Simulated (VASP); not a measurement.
Here is the system:

```
CELL_PARAMETERS angstrom
      6.95040     0.00000     0.00000
      0.00000     6.95040     0.00000
      0.00000     0.00000     4.22030
ATOMIC_POSITIONS crystal
  Ba 0.00000 0.00000 0.00000
  Ba 0.50000 0.50000 0.00000
  S  0.00000 0.50000 0.21148
  S  0.50000 0.00000 0.78852
  S  0.17796 0.32204 0.47477
  S  0.67796 0.17796 0.52523
  S  0.32204 0.82204 0.52523
  S  0.82204 0.67796 0.47477
```

Method: r2SCAN meta-GGA, VASP's PBE PAW potentials (set 64) (plane waves; VASP 6.6.1). Numerical set-up: 400 eV cut-off, 4×4×6 Γ-centred mesh, tetrahedra with Blöchl corrections, potentials Ba_sv S.

The cores are frozen, which limits the accuracy of field gradients.

Task: Give the principal components of the electric field gradient (V/Å²) and the asymmetry η at each nucleus.

Result: 
```tsv
atom	Vxx	Vyy	Vzz	η
Ba1	15.5	15.5	-31.0	0.00
Ba2	15.5	15.5	-31.0	0.00
S3	204.7	50.3	-255.0	0.61
S4	204.7	50.3	-255.0	0.61
S5	-141.9	-109.2	251.0	0.13
S6	-141.9	-109.2	251.0	0.13
S7	-141.9	-109.2	251.0	0.13
S8	-141.9	-109.2	251.0	0.13
```

The compound is BaS3 in the sg113 structure. It was relaxed first.
